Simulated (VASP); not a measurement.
These are PBEsol GGA, VASP's PBE PAW potentials (set 64) (plane waves; VASP 6.6.1) values and carry that method's errors.

VASP input:

**POSCAR**
```
SnSe2
1
    1.9097740985    -3.3078259828     0.0000000000
    1.9097740985     3.3078259828    -0.0000000000
    0.0000000000    -0.0000000000     6.2565583040
Sn Se
1 2
Direct
  0.0000000000   0.0000000000   1.0000000000
  0.3333330000   0.6666670000   0.2532711767
  0.6666670000   0.3333330000   0.7467288233
```

KPOINTS:
```
K-points
0
G
6 6 3
```

**INCAR**
```
# general
SYSTEM  = SnSe2
PREC    = Accurate
ENCUT   = 400   # plane-wave cut-off (eV)
LREAL   = .False.   # projection in real space or not
LASPH   = .True.

# electronic loop
EDIFF   = 1E-8   # SCF stop (eV)
NELM    = 100
ALGO    = Normal   # blocked Davidson
LMAXMIX = 4   # l cut-off of mixed one-centre charges

# smearing
ISMEAR  = 0
SIGMA   = 0.05   # width (eV)

# functional
GGA     = PS   # PBEsol

# ions
IBRION  = 1
NSW     = 30   # most ionic steps
ISIF    = 2   # forces and stress, cell fixed
EDIFFG  = -0.001   # ionic stop

# output
LWAVE   = .False.
LCHARG  = .False.
```

POTCAR, in this order: Sn_d Se (PBE.64 set). Program: vasp_std.

Output

File OSZICAR:
```
       N       E                     dE             d eps       ncg     rms          rms(c)
DAV:   1     0.171601703068E+03    0.17160E+03   -0.10812E+04   578   0.145E+03
DAV:   2     0.399973830501E+01   -0.16760E+03   -0.16523E+03   635   0.340E+02
DAV:   3    -0.126897288704E+02   -0.16689E+02   -0.16215E+02   772   0.108E+02
DAV:   4    -0.132224462962E+02   -0.53272E+00   -0.53235E+00   719   0.200E+01
DAV:   5    -0.132338497904E+02   -0.11403E-01   -0.11403E-01   845   0.295E+00    0.492E+00
DAV:   6    -0.129907229516E+02    0.24313E+00   -0.55266E-01   891   0.891E+00    0.313E+00
DAV:   7    -0.129636909449E+02    0.27032E-01   -0.14277E-01   690   0.294E+00    0.894E-01
DAV:   8    -0.129618020791E+02    0.18889E-02   -0.11015E-02   733   0.108E+00    0.247E-01
DAV:   9    -0.129618410710E+02   -0.38992E-04   -0.10393E-03   675   0.257E-01    0.708E-02
DAV:  10    -0.129618455519E+02   -0.44809E-05   -0.10155E-04   821   0.684E-02    0.269E-02
DAV:  11    -0.129618589425E+02   -0.13391E-04   -0.26400E-05   636   0.304E-02    0.605E-03
DAV:  12    -0.129618591694E+02   -0.22689E-06   -0.11553E-06   818   0.864E-03    0.506E-03
DAV:  13    -0.129618595114E+02   -0.34195E-06   -0.96448E-07   634   0.572E-03    0.136E-03
DAV:  14    -0.129618595301E+02   -0.18758E-07   -0.48632E-08   777   0.151E-03    0.491E-04
DAV:  15    -0.129618595313E+02   -0.11319E-08   -0.12976E-08   480   0.827E-04
   1 F= -.12961860E+02 E0= -.12961860E+02  d E =-.129619E+02
       N       E                     dE             d eps       ncg     rms          rms(c)
DAV:   1    -0.129618607265E+02   -0.11964E-05   -0.85933E-05   606   0.422E-02    0.264E-03
DAV:   2    -0.129618610054E+02   -0.27888E-06   -0.39931E-06   745   0.101E-02    0.810E-04
DAV:   3    -0.129618609600E+02    0.45395E-07   -0.43826E-08   690   0.146E-03    0.566E-04
DAV:   4    -0.129618609204E+02    0.39585E-07   -0.90407E-09   364   0.591E-04    0.241E-04
DAV:   5    -0.129618608927E+02    0.27749E-07   -0.20805E-09   337   0.381E-04    0.643E-05
DAV:   6    -0.129618608887E+02    0.39463E-08   -0.37305E-10   325   0.238E-04
   2 F= -.12961861E+02 E0= -.12961861E+02  d E =-.135745E-05
       N       E                     dE             d eps       ncg     rms          rms(c)
DAV:   1    -0.129618610409E+02   -0.14825E-06   -0.11370E-04   582   0.486E-02    0.304E-03
DAV:   2    -0.129618614280E+02   -0.38702E-06   -0.53602E-06   746   0.117E-02    0.931E-04
DAV:   3    -0.129618613745E+02    0.53444E-07   -0.58480E-08   668   0.169E-03    0.656E-04
DAV:   4    -0.129618613289E+02    0.45598E-07   -0.12388E-08   426   0.686E-04    0.280E-04
DAV:   5    -0.129618612963E+02    0.32657E-07   -0.27145E-09   313   0.427E-04    0.733E-05
DAV:   6    -0.129618612917E+02    0.45279E-08   -0.49569E-10   310   0.277E-04
   3 F= -.12961861E+02 E0= -.12961861E+02  d E =-.402997E-06
```

File OUTCAR:
```
------------------------ aborting loop because EDIFF is reached ----------------------------------------
  FORCE on cell =-STRESS in cart. coord.  units (eV):
  Direction    XX          YY          ZZ          XY          YZ          ZX
  --------------------------------------------------------------------------------------
  Total       -0.0163252     -0.0163252     -0.0243886     -0.0000000      0.0000000      0.0000000
  in kB       -0.3308861     -0.3308861     -0.4943192     -0.0000000      0.0000000      0.0000000
  external PRESSURE =      -0.3853638 kB  Pullay stress =       0.0000000 kB
  volume of cell :       79.05
      direct lattice vectors                 reciprocal lattice vectors
     1.909774099 -3.307825983  0.000000000     0.261811070 -0.151156682  0.000000000
     1.909774099  3.307825983  0.000000000     0.261811070  0.151156682  0.000000000
     0.000000000  0.000000000  6.256558304     0.000000000  0.000000000  0.159832283
 POSITION                                       TOTAL-FORCE (eV/Angst)
 -----------------------------------------------------------------------------------
     -0.00000      0.00000      0.00000        -0.000000     -0.000000      0.000000
      1.90977      1.10261      1.58508         0.000000      0.000000      0.000001
      1.90977     -1.10261      4.67148        -0.000000     -0.000000     -0.000001
 -----------------------------------------------------------------------------------
    total drift:                                0.000000     -0.000000      0.000000
  FREE ENERGIE OF THE ION-ELECTRON SYSTEM (eV)
  ---------------------------------------------------
  free  energy   TOTEN  =       -12.9618612917 eV

  energy  without entropy=      -12.9618612917  energy(sigma->0) =      -12.96186129

 reached required accuracy - stopping structural energy minimisation
```
(Selected blocks of OUTCAR.)

### CONTCAR
```
SnSe2
   1.00000000000000
     1.9097740985000000   -3.3078259827999998    0.0000000000000000
     1.9097740985000000    3.3078259827999998    0.0000000000000000
     0.0000000000000000    0.0000000000000000    6.2565583040000003
  Sn              Se
     1     2
Direct
    -0.0000000000000000    0.0000000000000000    0.0000000000000000
     0.3333330000000032    0.6666669999999968    0.2533466271992831
     0.6666669999999968    0.3333330000000032    0.7466533728007170
```

**OUTCAR**
```
 val. band max:        3.7850029816   @ k =   0.1667   0.0000   0.0000

 cond. band min:       4.3929259680   @ k =   0.5000   0.0000   0.3333


 Fermi energy:         4.0682787225

 k-point     1 :       0.0000    0.0000    0.0000
  band No.  band energies     occupation
      1     -17.3137      2.00000
      2     -17.3137      2.00000
      3     -17.2768      2.00000
      4     -17.2643      2.00000
      5     -17.2643      2.00000
      6      -9.9741      2.00000
      7      -8.3562      2.00000
      8      -2.3875      2.00000
      9       3.2736      2.00000
     10       3.2736      2.00000
     11       3.5478      2.00000
     12       3.5478      2.00000
     13       3.6524      2.00000
     14       4.7400      0.00000
     15       6.8049      0.00000
     16       8.4196      0.00000
     17       8.4196      0.00000

 k-point     2 :       0.1667    0.0000    0.0000
  band No.  band energies     occupation
      1     -17.3251      2.00000
      2     -17.3044      2.00000
      3     -17.2727      2.00000
      4     -17.2673      2.00000
      5     -17.2629      2.00000
      6      -9.7063      2.00000
      7      -8.1877      2.00000
      8      -2.3439      2.00000
      9       1.2722      2.00000
     10       2.3074      2.00000
     11       2.4839      2.00000
     12       3.6892      2.00000
     13       3.7850      2.00000
     14       5.9886      0.00000
     15       7.4374      0.00000
     16       8.5302      0.00000
     17       8.8441      0.00000

 k-point     3 :       0.3333    0.0000    0.0000
  band No.  band energies     occupation
      1     -17.3520      2.00000
      2     -17.2933      2.00000
      3     -17.2832      2.00000
      4     -17.2524      2.00000
      5     -17.2506      2.00000
      6      -8.9956      2.00000
      7      -7.8850      2.00000
      8      -2.7479      2.00000
      9      -0.1661      2.00000
     10       0.9734      2.00000
     11       1.6676      2.00000
...
```

Without a dispersion term in the relaxation, distances and binding between the weakly bound layers, chains or molecules are unreliable, and so is what depends on them. Unless said otherwise, spin-orbit coupling is left out, though it shifts the bands of the heavy elements here.

The compound is SnSe2 in the 1T layered structure. This run relaxes the ions in a fixed cell. Symmetry was kept, so distortions that lower it aren't found. The start is the result of an earlier pass.
